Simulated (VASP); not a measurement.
Consider the following.

```
CELL_PARAMETERS angstrom
      0.00000     3.16000     3.16000
      3.16000     0.00000     3.16000
      3.16000     3.16000     0.00000
ATOMIC_POSITIONS crystal
  Sn 0.00000 0.00000 0.00000
  Te 0.50000 0.50000 0.50000
```

These are PBE GGA with D3 dispersion (zero damping), VASP's PBE PAW potentials (set 64) (plane waves; VASP) values and carry that method's errors. Settings: 520 eV cut-off, 7×7×7 Γ-centred mesh, Gaussian smearing of 0.050 eV, potentials Sn_d Te.

Task: The ions, cell shape and volume are relaxed. Predict the relaxed structure.

Result: 
```
CELL_PARAMETERS angstrom
      0.00000     3.17729     3.17729
      3.17729     0.00000     3.17729
      3.17729     3.17729     0.00000
ATOMIC_POSITIONS crystal
  Sn 0.00000 0.00000 0.00000
  Te 0.50000 0.50000 0.50000
```
Space group Fm-3m (225), at a tolerance of 0.03 Å.

Task: How do energy and volume change from the first to the last step?

Result: The energy (σ→0) changes by -1.1 meV/atom and the volume by +1.7 %, in 3 ionic steps.

```csv
step,E(σ→0) (eV),max force (eV/Å),pressure (GPa),volume (Å³)
1,-8.0462,0.000,0.69,63.11
2,-8.0483,0.000,-0.13,64.35
3,-8.0484,0.000,-0.01,64.15
```

The compound is SnTe in the rock salt structure, which distorts at low temperature. This run relaxes it. Symmetry was kept, so distortions that lower it aren't found.
